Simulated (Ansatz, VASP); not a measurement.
# Cross-check of Al7GaN8 (Al0.87Ga0.13N, wurtzite) between VASP and Ansatz

One calculation is typed for both programs; each brings its own data sets. How far apart do they land? The cell is invented: As first built, before any earlier steps moved the atoms (in the runner's words): 4x4x2 conventional cells of the AlN type (128 atoms: 64 N, 56 Al, 8 Ga); Al/Ga share their sites, the best of 600 random draws by like-pair counts in two shells; start lattice by linear mixing of the end members' cells; atoms moved at random by 0.02 A. It may not be a known or stable phase. The structure shown is the start of the Ansatz relaxation below; VASP solves that cell, so the two are compared at the walk's first step.

Method: plane waves, with VASP 6.6.1 beside it; single point at PBE, in Ansatz 0.2.0.

## 1. Starting point

The cell holds 128 atoms: 64 N, 56 Al and 8 Ga. Its edges and angles: a = 12.487 Å, b = 12.487 Å, c = 10.010 Å, α = 90.0°, β = 90.0°, γ = 120.0°. It derives from AlN (AlN type, space group 186), repeated 4×4×2. As first built, before any earlier steps moved the atoms (in the runner's words): 4x4x2 conventional cells of the AlN type (128 atoms: 64 N, 56 Al, 8 Ga); Al/Ga share their sites, the best of 600 random draws by like-pair counts in two shells; start lattice by linear mixing of the end members' cells; atoms moved at random by 0.02 A.

## 2. Ansatz: relaxation, PBE

Ansatz runs on its default PAW (the set named soft_2) files.

The two programs are compared at the cell with which this relaxation starts, whose forces are those of its first step.

The input, input.yaml:

```yaml
crystal:
  lattice:
    - [12.48684, 0.0, 0.0]
    - [-6.24342, 10.81392, 0.0]
    - [0.0, 0.0, 10.0101]
  atoms:
    - { symbol: "N", position: [0.08209, 0.16765, 0.18856] }
    - { symbol: "N", position: [0.16682, 0.08286, 0.43969] }
    - { symbol: "N", position: [0.08091, 0.16712, 0.69269] }
    - { symbol: "N", position: [0.166, 0.08233, 0.93913] }
    - { symbol: "N", position: [0.08499, 0.41747, 0.19105] }
    - { symbol: "N", position: [0.16897, 0.33458, 0.44005] }
    - { symbol: "N", position: [0.08489, 0.41716, 0.68471] }
    - { symbol: "N", position: [0.16514, 0.33107, 0.9391] }
    - { symbol: "N", position: [0.0867, 0.67075, 0.18986] }
    - { symbol: "N", position: [0.16861, 0.58196, 0.43878] }
    - { symbol: "N", position: [0.08558, 0.66672, 0.68891] }
    - { symbol: "N", position: [0.16442, 0.58455, 0.93751] }
    - { symbol: "N", position: [0.08336, 0.9146, 0.19254] }
    - { symbol: "N", position: [0.16238, 0.83152, 0.44223] }
    - { symbol: "N", position: [0.08504, 0.91809, 0.68998] }
    - { symbol: "N", position: [0.16999, 0.83718, 0.94195] }
    - { symbol: "N", position: [0.33425, 0.16365, 0.19239] }
    - { symbol: "N", position: [0.41739, 0.08458, 0.43993] }
    - { symbol: "N", position: [0.33357, 0.16513, 0.68791] }
    - { symbol: "N", position: [0.41804, 0.08457, 0.93993] }
    - { symbol: "N", position: [0.33238, 0.42026, 0.18636] }
    - { symbol: "N", position: [0.4135, 0.33095, 0.43872] }
    - { symbol: "N", position: [0.33716, 0.4193, 0.68834] }
    - { symbol: "N", position: [0.41544, 0.33138, 0.94032] }
    - { symbol: "N", position: [0.33656, 0.67086, 0.19052] }
    - { symbol: "N", position: [0.41786, 0.58431, 0.4379] }
    - { symbol: "N", position: [0.33208, 0.66551, 0.69011] }
    - { symbol: "N", position: [0.41597, 0.58197, 0.93987] }
    - { symbol: "N", position: [0.33078, 0.91454, 0.18889] }
    - { symbol: "N", position: [0.41757, 0.83352, 0.43825] }
    - { symbol: "N", position: [0.33488, 0.91728, 0.69205] }
    - { symbol: "N", position: [0.41427, 0.83247, 0.94025] }
    - { symbol: "N", position: [0.58287, 0.16617, 0.19126] }
    - { symbol: "N", position: [0.66929, 0.08506, 0.44051] }
    - { symbol: "N", position: [0.5852, 0.16649, 0.69152] }
    - { symbol: "N", position: [0.66675, 0.08258, 0.93617] }
    - { symbol: "N", position: [0.58025, 0.41553, 0.19077] }
    - { symbol: "N", position: [0.667, 0.33752, 0.43958] }
    - { symbol: "N", position: [0.58229, 0.41824, 0.69297] }
    - { symbol: "N", position: [0.66653, 0.33245, 0.94431] }
    - { symbol: "N", position: [0.5852, 0.66814, 0.19023] }
    - { symbol: "N", position: [0.66888, 0.58191, 0.44163] }
    - { symbol: "N", position: [0.58333, 0.66391, 0.69219] }
    - { symbol: "N", position: [0.66425, 0.58378, 0.9391] }
    - { symbol: "N", position: [0.58357, 0.91546, 0.18988] }
    - { symbol: "N", position: [0.66532, 0.8348, 0.43773] }
    - { symbol: "N", position: [0.58087, 0.9115, 0.69122] }
    - { symbol: "N", position: [0.66566, 0.8344, 0.94009] }
    - { symbol: "N", position: [0.83312, 0.16542, 0.19126] }
    - { symbol: "N", position: [0.91436, 0.08487, 0.43765] }
    - { symbol: "N", position: [0.83299, 0.16566, 0.69121] }
    - { symbol: "N", position: [0.91606, 0.08159, 0.94079] }
    - { symbol: "N", position: [0.83499, 0.41518, 0.19134] }
    - { symbol: "N", position: [0.91334, 0.33118, 0.4407] }
    - { symbol: "N", position: [0.83274, 0.41844, 0.69132] }
    - { symbol: "N", position: [0.91563, 0.33077, 0.93797] }
    - { symbol: "N", position: [0.83707, 0.66792, 0.18917] }
    - { symbol: "N", position: [0.91847, 0.58001, 0.43933] }
    - { symbol: "N", position: [0.83294, 0.66688, 0.68786] }
    - { symbol: "N", position: [0.91802, 0.58462, 0.93819] }
    - { symbol: "N", position: [0.8366, 0.91774, 0.19168] }
    - { symbol: "N", position: [0.91792, 0.83515, 0.44218] }
    - { symbol: "N", position: [0.83133, 0.91804, 0.6898] }
    - { symbol: "N", position: [0.91379, 0.83384, 0.94021] }
    - { symbol: Al, position: [0.08408, 0.1677, 0.00151] }
    - { symbol: Al, position: [0.16826, 0.08669, 0.24996] }
    - { symbol: Al, position: [0.08192, 0.16595, 0.4987] }
    - { symbol: Al, position: [0.16401, 0.08211, 0.74865] }
    - { symbol: Al, position: [0.08402, 0.41795, 0.99664] }
    - { symbol: Al, position: [0.16679, 0.333, 0.25286] }
    - { symbol: Al, position: [0.08377, 0.41786, 0.50026] }
    - { symbol: Al, position: [0.16972, 0.3362, 0.74978] }
    - { symbol: Al, position: [0.08207, 0.66372, 0.99952] }
    - { symbol: Al, position: [0.08204, 0.66746, 0.50316] }
    - { symbol: Al, position: [0.08493, 0.91761, 0.99959] }
    - { symbol: Al, position: [0.0789, 0.91514, 0.50428] }
    - { symbol: Al, position: [0.33463, 0.16624, 0.00064] }
    - { symbol: Al, position: [0.41567, 0.08579, 0.24831] }
    - { symbol: Al, position: [0.33358, 0.16563, 0.49967] }
    - { symbol: Al, position: [0.33225, 0.41757, 0.99918] }
    - { symbol: Al, position: [0.4153, 0.33438, 0.24731] }
    - { symbol: Al, position: [0.33493, 0.41816, 0.49903] }
    - { symbol: Al, position: [0.41584, 0.33424, 0.74724] }
    - { symbol: Al, position: [0.41583, 0.5842, 0.25109] }
    - { symbol: Al, position: [0.33474, 0.67276, 0.50097] }
    - { symbol: Al, position: [0.41687, 0.58065, 0.75007] }
    - { symbol: Al, position: [0.33563, 0.91794, 0.00159] }
    - { symbol: Al, position: [0.41755, 0.83263, 0.25105] }
    - { symbol: Al, position: [0.33198, 0.91603, 0.50477] }
    - { symbol: Al, position: [0.41831, 0.83464, 0.749] }
    - { symbol: Al, position: [0.66738, 0.08576, 0.25458] }
    - { symbol: Al, position: [0.58488, 0.17024, 0.49997] }
    - { symbol: Al, position: [0.66826, 0.08429, 0.7514] }
    - { symbol: Al, position: [0.581, 0.4171, 0.99973] }
    - { symbol: Al, position: [0.66587, 0.3324, 0.24632] }
    - { symbol: Al, position: [0.58223, 0.41688, 0.50059] }
    - { symbol: Al, position: [0.66782, 0.33639, 0.75372] }
    - { symbol: Al, position: [0.58577, 0.66597, 0.0026] }
    - { symbol: Al, position: [0.66716, 0.58236, 0.24939] }
    - { symbol: Al, position: [0.58345, 0.66419, 0.49943] }
    - { symbol: Al, position: [0.66914, 0.58542, 0.74824] }
    - { symbol: Al, position: [0.58533, 0.91727, 0.00013] }
    - { symbol: Al, position: [0.58406, 0.91425, 0.50238] }
    - { symbol: Al, position: [0.66938, 0.83471, 0.74991] }
    - { symbol: Al, position: [0.83405, 0.16803, 0.99997] }
    - { symbol: Al, position: [0.91414, 0.08179, 0.25035] }
    - { symbol: Al, position: [0.83682, 0.16803, 0.49659] }
    - { symbol: Al, position: [0.91614, 0.08103, 0.74961] }
    - { symbol: Al, position: [0.83628, 0.4166, 0.00402] }
    - { symbol: Al, position: [0.91531, 0.33258, 0.24973] }
    - { symbol: Al, position: [0.83515, 0.41612, 0.49999] }
    - { symbol: Al, position: [0.91445, 0.32989, 0.75092] }
    - { symbol: Al, position: [0.83186, 0.66587, 0.00238] }
    - { symbol: Al, position: [0.91737, 0.5797, 0.2486] }
    - { symbol: Al, position: [0.83121, 0.66634, 0.49965] }
    - { symbol: Al, position: [0.91823, 0.58379, 0.75063] }
    - { symbol: Al, position: [0.8338, 0.91788, 0.99855] }
    - { symbol: Al, position: [0.92062, 0.83485, 0.24849] }
    - { symbol: Al, position: [0.83202, 0.91332, 0.50021] }
    - { symbol: Al, position: [0.91669, 0.83494, 0.74892] }
    - { symbol: Ga, position: [0.16822, 0.58372, 0.2473] }
    - { symbol: Ga, position: [0.16755, 0.58333, 0.74866] }
    - { symbol: Ga, position: [0.16854, 0.8348, 0.25027] }
    - { symbol: Ga, position: [0.16674, 0.83608, 0.75406] }
    - { symbol: Ga, position: [0.41671, 0.08206, 0.75018] }
    - { symbol: Ga, position: [0.33524, 0.66677, 0.99984] }
    - { symbol: Ga, position: [0.58154, 0.16499, 0.99907] }
    - { symbol: Ga, position: [0.66774, 0.83632, 0.25075] }
kpoints:
  mp_grid: { grid: [2, 2, 2] }
hamiltonian:
  xc: pbe
scf:
  occupations: { method: fixed }
output:
  forces: true
  stress: true
relax:
  f_tol: 0.02
  max_steps: 45
  cell: { stress_tol: 0.1 }
```

The run is started by

```sh
> ansatz run input.yaml --threads 8 --pin off --max-ram 15360MiB --backend cpu --events-out ev --progress --plain --runs-dir out
```

Numbers of over 12 decimals in the logs are rounded to 6 here.

The program printed:

```text
The last accepted step is kept in <dir> (removed where the run ends without a failure and the disk answers)
Engine: ansatz 0.2.0, aarch64-unknown-linux-gnu
Pseudopotentials: kind: paw
Pseudopotential: N, paw, valence charge 5, recommended cutoff 420 eV (normal), N.paw.azcp
Pseudopotential: Al, paw, valence charge 3, recommended cutoff 420 eV (normal), Al.paw.azcp
Pseudopotential: Ga, paw, valence charge 13, recommended cutoff 420 eV (normal), Ga.paw.azcp
Functional definition: PBE
  parameter kappa = 0.804
  parameter beta = 0.066725
  exchange = pbe_x(kappa = kappa, mu = beta*pi^2/3)
  correlation = pbe_c(beta = beta)
Crystal: 128 atoms, lattice volume = 1351.681 Å³
Basis set: ecut = 420 eV, 26445 PW (Γ), exchange–correlation on 180×180×144 points (8 copies of the dense FFT grid, shifted against one another)
Bands: 424, of which v1, the nominal top of the filled ones, is band 296 counted from 1 (295 counted from 0)
Symmetry: 1 space group operations
Space group: P1 (ITA 1), of the structure as read, at distance tolerance 1.1e-4 Å
k-points: 8
Non-local potential: N, projectors of the file, l = 0: 2, l = 1: 2, l = 2: 1
Non-local potential: Al, projectors of the file, l = 0: 2, l = 1: 2, l = 2: 1
Non-local potential: Ga, projectors of the file, l = 0: 2, l = 1: 2, l = 2: 3, l = 3: 1
PAW form: soft (Blöchl's): semilocal exchange-correlation on the pseudo side does not see the compensation charge
PAW one-centre angular grid: N, 110 points (default); XC on 64 Gauss nodes
PAW one-centre angular grid: Al, 110 points (default); XC on 64 Gauss nodes
PAW one-centre angular grid: Ga, 590 points (default); XC on 64 Gauss nodes
Initial density: superposition of atomic densities (neutral atoms: chi_scale 0, normalization atom), corrected by the library's trained network
Initial wavefunctions: pseudopotential atomic-orbital guess
Functional: x = pbe(κ = 0.804, μ = 0.219515), c = pbe(β = 0.066725)
SCF iter   1: F=—  HF=-85098.396448 eV  |F-HF|=—  |Δ(HF+E_count)|=         —  Δρ=1.16e-3  dr2=4.00e-2  ethr=1.77e-3  ⟨swp⟩=4.5  Hψ=11406  notcnv=0  defer=996
preconditioner: auto → Resta (q_TF=auto, 2.378 Å⁻¹)  ε∞=4.0  [insulator: Δε(μ)=3.834 eV  Ē_g=14.139 eV  n_scr=294 (ndim 8)  ℏωp=24.6 eV  f_vac=0.000  ε∞_Penn≈4.0]
SCF iter   2: F=—  HF=-85098.390001 eV  |F-HF|=—  |Δ(HF+E_count)|=   6.45e-3  Δρ=6.74e-4  dr2=8.37e-3  ethr=6.75e-6  ⟨swp⟩=2.2  Hψ=4431  notcnv=0  defer=1008
SCF iter   3: F=—  HF=-85098.390830 eV  |F-HF|=—  |Δ(HF+E_count)|=   8.29e-4  Δρ=2.43e-4  dr2=1.29e-3  ethr=1.41e-6  ⟨swp⟩=2.0  Hψ=4779  notcnv=0  defer=712
automatic band count: iteration 3 solves 387 bands in place of 424: the levels show a gap, and the empty bands left out lie too high to hold charge; the band table lists the bands solved (type scf.n_extra_bands for more)
SCF iter   4: F=—  HF=-85098.390725 eV  |F-HF|=—  |Δ(HF+E_count)|=   1.05e-4  Δρ=8.26e-5  dr2=9.17e-5  ethr=2.18e-7  ⟨swp⟩=2.0  Hψ=4621  notcnv=0  defer=712
SCF iter   5: F=—  HF=-85098.384139 eV  |F-HF|=—  |Δ(HF+E_count)|=   6.59e-3  Δρ=3.31e-5  dr2=1.27e-5  ethr=1.55e-8  ⟨swp⟩=2.0  Hψ=4961  notcnv=0  defer=666
SCF iter   6: F=—  HF=-85098.384137 eV  |F-HF|=—  |Δ(HF+E_count)|=   2.18e-6  Δρ=1.03e-5  dr2=1.04e-6  ethr=2.15e-9  ⟨swp⟩=2.0  Hψ=4804  notcnv=0  defer=666
SCF iter   7: F=—  HF=-85098.384137 eV  |F-HF|=—  |Δ(HF+E_count)|=   2.48e-7  Δρ=3.69e-6  dr2=1.34e-7  ethr=1.75e-10  ⟨swp⟩=2.0  Hψ=4795  notcnv=0  defer=666
SCF iter   8: F=-85098.384137 eV  HF=-85098.384137 eV  |F-HF|=1.72e-8  |Δ(HF+E_count)|=   5.87e-8  Δρ=1.25e-6  dr2=2.14e-8  ethr=1.69e-11  ⟨swp⟩=3.0  Hψ=7864  notcnv=0
SCF 1 converged in 8 iterations: F = -85098.384137 eV  dr2 = 2.14e-8
  greatest PAW one-centre occupation: 0.996 electrons in one spin orbital (limit 2), on the Ga atom at site 122 (counted from 0), in its partial waves of l = 2
relax step   1: F+E_penalty+E_count = -85098.38413686 eV  Δ(F+E_penalty+E_count) = +0.000e0 eV  max|allowed force component| = 1.946e0 eV/Å  Δτ_max = 0.0000 Å  P = +4.715 GPa  Ω = 1351.681 Å³  (8 SCF iters, dr2 threshold 1.00e-7 eV, accepted)
Crystal: 128 atoms, lattice volume = 1367.438 Å³
Basis set: ecut = 420 eV, 26673 PW (Γ), exchange–correlation on 180×180×144 points (8 copies of the dense FFT grid, shifted against one another)
Initial density: handed on by an earlier stage of this run
Initial wavefunctions: those handed on with the density
iter 1 solved again at ethr=9.35e-5 eV; its pass at ethr=3.10e-3 eV (dr2=5.53e-1 eV) is discarded
SCF iter   1: F=—  HF=-85100.593448 eV  |F-HF|=—  |Δ(HF+E_count)|=         —  Δρ=5.98e-3  dr2=5.60e-1  ethr=9.35e-5  ⟨swp⟩=1.1  Hψ=9584  notcnv=0  defer=697
automatic band count: iteration 1 solves 387 bands in place of 424: the levels show a gap, and the empty bands left out lie too high to hold charge; the band table lists the bands solved (type scf.n_extra_bands for more)
[...]
- { symbol: N, position: [0.417120, 0.333891, 0.439478] }
    - { symbol: N, position: [0.333265, 0.416666, 0.689608] }
    - { symbol: N, position: [0.416951, 0.333165, 0.940135] }
    - { symbol: N, position: [0.338348, 0.669028, 0.195441] }
    - { symbol: N, position: [0.417405, 0.583072, 0.440812] }
    - { symbol: N, position: [0.338362, 0.668694, 0.689304] }
    - { symbol: N, position: [0.419015, 0.580817, 0.937818] }
    - { symbol: N, position: [0.337858, 0.919115, 0.190411] }
    - { symbol: N, position: [0.417736, 0.833948, 0.440502] }
    - { symbol: N, position: [0.335720, 0.914852, 0.686987] }
    - { symbol: N, position: [0.419125, 0.838004, 0.938016] }
    - { symbol: N, position: [0.584396, 0.167871, 0.197014] }
    - { symbol: N, position: [0.667276, 0.083223, 0.440593] }
    - { symbol: N, position: [0.588563, 0.169586, 0.688111] }
    - { symbol: N, position: [0.669694, 0.082185, 0.937828] }
    - { symbol: N, position: [0.583541, 0.416448, 0.189847] }
    - { symbol: N, position: [0.667288, 0.334419, 0.440619] }
    - { symbol: N, position: [0.583285, 0.416940, 0.689726] }
    - { symbol: N, position: [0.669082, 0.337969, 0.938042] }
    - { symbol: N, position: [0.581740, 0.662310, 0.188112] }
    - { symbol: N, position: [0.666863, 0.583443, 0.439825] }
    - { symbol: N, position: [0.584263, 0.666621, 0.690449] }
    - { symbol: N, position: [0.667430, 0.583512, 0.939525] }
    - { symbol: N, position: [0.582449, 0.919606, 0.188048] }
[...]
- { symbol: N, position: [0.833042, 0.666954, 0.190004] }
    - { symbol: N, position: [0.916082, 0.583209, 0.439514] }
    - { symbol: N, position: [0.833046, 0.666868, 0.689696] }
    - { symbol: N, position: [0.916066, 0.583496, 0.939733] }
    - { symbol: N, position: [0.837453, 0.919103, 0.187879] }
    - { symbol: N, position: [0.916428, 0.833396, 0.439870] }
    - { symbol: N, position: [0.833512, 0.917131, 0.690750] }
    - { symbol: N, position: [0.916683, 0.833172, 0.939436] }
    - { symbol: Al, position: [0.083481, 0.166862, -0.000458987] }
    - { symbol: Al, position: [0.166625, 0.084532, 0.249821] }
    - { symbol: Al, position: [0.083488, 0.166833, 0.499522] }
    - { symbol: Al, position: [0.166150, 0.084639, 0.749800] }
    - { symbol: Al, position: [0.082194, 0.414517, 0.999901] }
    - { symbol: Al, position: [0.166978, 0.332507, 0.249790] }
    - { symbol: Al, position: [0.082704, 0.415076, 0.500051] }
    - { symbol: Al, position: [0.166943, 0.332459, 0.749620] }
    - { symbol: Al, position: [0.081530, 0.666182, 1.000305] }
    - { symbol: Al, position: [0.082055, 0.666212, 0.500323] }
    - { symbol: Al, position: [0.082823, 0.917623, 0.999808] }
    - { symbol: Al, position: [0.082877, 0.917666, 0.499949] }
    - { symbol: Al, position: [0.332386, 0.167359, 0.00104031] }
    - { symbol: Al, position: [0.417123, 0.084543, 0.251169] }
    - { symbol: Al, position: [0.333117, 0.167277, 0.498637] }
    - { symbol: Al, position: [0.333399, 0.416013, 0.999675] }
    - { symbol: Al, position: [0.417083, 0.333706, 0.249640] }
    - { symbol: Al, position: [0.333408, 0.416467, 0.499693] }
    - { symbol: Al, position: [0.416930, 0.334249, 0.749704] }
    - { symbol: Al, position: [0.417485, 0.582031, 0.251255] }
    - { symbol: Al, position: [0.334864, 0.667310, 0.500026] }
    - { symbol: Al, position: [0.417884, 0.582817, 0.748859] }
    - { symbol: Al, position: [0.333545, 0.916700, 0.00156654] }
    - { symbol: Al, position: [0.418579, 0.835086, 0.251599] }
[...]
- { symbol: Al, position: [0.833395, 0.666933, -0.000384102] }
    - { symbol: Al, position: [0.914569, 0.582370, 0.250090] }
    - { symbol: Al, position: [0.833324, 0.666847, 0.499552] }
    - { symbol: Al, position: [0.914593, 0.582446, 0.750138] }
    - { symbol: Al, position: [0.833921, 0.917023, 0.998400] }
    - { symbol: Al, position: [0.916376, 0.833445, 0.249846] }
    - { symbol: Al, position: [0.834161, 0.917235, 0.500890] }
    - { symbol: Al, position: [0.915804, 0.833269, 0.749755] }
    - { symbol: Ga, position: [0.166068, 0.581876, 0.251939] }
    - { symbol: Ga, position: [0.166531, 0.582098, 0.749531] }
    - { symbol: Ga, position: [0.166438, 0.834348, 0.250775] }
    - { symbol: Ga, position: [0.166129, 0.833837, 0.750780] }
    - { symbol: Ga, position: [0.417546, 0.084727, 0.749598] }
    - { symbol: Ga, position: [0.334748, 0.667178, 1.000807] }
    - { symbol: Ga, position: [0.584667, 0.167611, 1.001612] }
    - { symbol: Ga, position: [0.666933, 0.833339, 0.250363] }
```

The column dr2 measures how far the density is from self-consistency, as an energy; F and HF (Harris–Foulkes) agree once it is small.

(Part 1 of 2 ends here.)

[Lines on the potential files, build, host, timing and source positions are cut from VASP's logs without a mark.]

[Logs are printed without paths, hosts, clocks, repeated set-up lines and the standing remarks that a program may print on its own settings, such as how far it seeks lower states.]

[Hosts, paths, dates, database ids (printed as entryN), source tags and the programs' standing remarks are cut or masked in the printed files.]
